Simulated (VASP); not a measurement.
## MgTe (relaxed from the wurtzite structure, space group P6_3mc): computed properties

Level of theory: PBEsol GGA, VASP's PBE PAW potentials (set 64) (plane waves; VASP).

```
Quantity                                                                                            Result
---------------------------------------------  -----------------------------------------------------------
space group                                                                                   P6_3mc (186)
cell                                           a = b = 4.5604 Å, c = 7.4179 Å, α = β = 90.00°, γ = 120.00°
volume per atom                                                                              33.40 Å³/atom
band gap (over mesh and band path)                                                                 2.39 eV
smallest direct gap (over mesh and band path)                                                      2.39 eV
band-edge character                                                                         direct, Γ to Γ
density                                                                                         3.78 g/cm³
```

MgTe is taken in the hexagonal space group P6₃mc (No. 186), the wurtzite structure, Pearson symbol hP4. Cell: a = b = 4.5604 Å, c = 7.4179 Å, α = β = 90.00°, γ = 120.00°. Mg on 2b is surrounded by 4 Te at 2.787–2.795 Å (tetrahedral). Te on 2b has 4 Mg at 2.787–2.795 Å (tetrahedral). (Neighbours: up to the widest gap in distance over summed covalent radii, below 1.35, at either atom; cation-cation and far metal-metal contacts left out.)

Unless said otherwise, spin-orbit coupling is left out, though it shifts the bands of the heavy elements here.

The structure was generated: MgTe was put into the wurtzite type (P6_3mc), which need not be its known phase. It was relaxed first. Symmetry was kept, so distortions that lower it aren't found.
